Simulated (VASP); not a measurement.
Data:

```
SnO
1.0
    2.69739    -2.69776     0.00000
    2.69739     2.69776     0.00000
    0.00000     0.00000     9.80799
Sn O
4 4
Direct
  0.74402   0.25598   0.86734
  0.25598   0.74402   0.13266
  0.75598   0.24402   0.36734
  0.24402   0.75598   0.63266
  0.25589   0.24411   0.25000
  0.74411   0.75589   0.75000
  0.24411   0.25589   0.75000
  0.75589   0.74411   0.25000
```

Level of theory: r2SCAN meta-GGA, VASP's PBE PAW potentials (set 64) (plane waves; VASP). Numerical set-up: 520 eV cut-off, 7×7×3 Γ-centred mesh, tetrahedra with Blöchl corrections, potentials Sn_d O.

The cores are frozen, which limits the accuracy of field gradients.

Problem. Give the principal components of the electric field gradient (V/Å²) and the asymmetry η at each nucleus.

Solution. 
```json
[
 {"atom": "Sn1", "Vxx": "93.2", "Vyy": "93.0", "Vzz": "-186.2", "η": "0.00"},
 {"atom": "Sn2", "Vxx": "93.2", "Vyy": "93.0", "Vzz": "-186.2", "η": "0.00"},
 {"atom": "Sn3", "Vxx": "93.2", "Vyy": "93.0", "Vzz": "-186.2", "η": "0.00"},
 {"atom": "Sn4", "Vxx": "93.2", "Vyy": "93.0", "Vzz": "-186.2", "η": "0.00"},
 {"atom": "O5", "Vxx": "-0.9", "Vyy": "-0.6", "Vzz": "1.5", "η": "0.23"},
 {"atom": "O6", "Vxx": "-0.9", "Vyy": "-0.6", "Vzz": "1.5", "η": "0.23"},
 {"atom": "O7", "Vxx": "-0.9", "Vyy": "-0.6", "Vzz": "1.5", "η": "0.23"},
 {"atom": "O8", "Vxx": "-0.9", "Vyy": "-0.6", "Vzz": "1.5", "η": "0.23"}
]
```

The structure comes from a computed database's SnO entry (Cmce); how it stands against other phases isn't given here. It was relaxed first, which changed the volume by -7 %.
